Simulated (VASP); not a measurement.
Data:

```
CELL_PARAMETERS angstrom
      1.38246    -2.39449     0.00000
      1.38246     2.39449     0.00000
      0.00000     0.00000     4.35510
ATOMIC_POSITIONS crystal
  Os 0.33333 0.66667 0.25000
  Os 0.66667 0.33333 0.75000
```

Calculation: PW91 GGA, VASP's PBE PAW potentials (set 64) (plane waves; VASP). Settings: 520 eV cut-off, Gaussian smearing of 0.050 eV, potentials Os.

Unless said otherwise, spin-orbit coupling is left out, though it shifts the bands of the heavy elements here.

Problem. What does the run give for the band gap (along the path) with the smallest direct gap where there is one?

Solution. 
```
Property                                                      Value
-------------------------  ----------------------------------------
band gap (along the path)  none (metal, semimetal or under 0.01 eV)
```

The absolute energy has meaning only against runs of the same code, potentials and settings.

The compound is Os in the hcp structure. It was relaxed first.
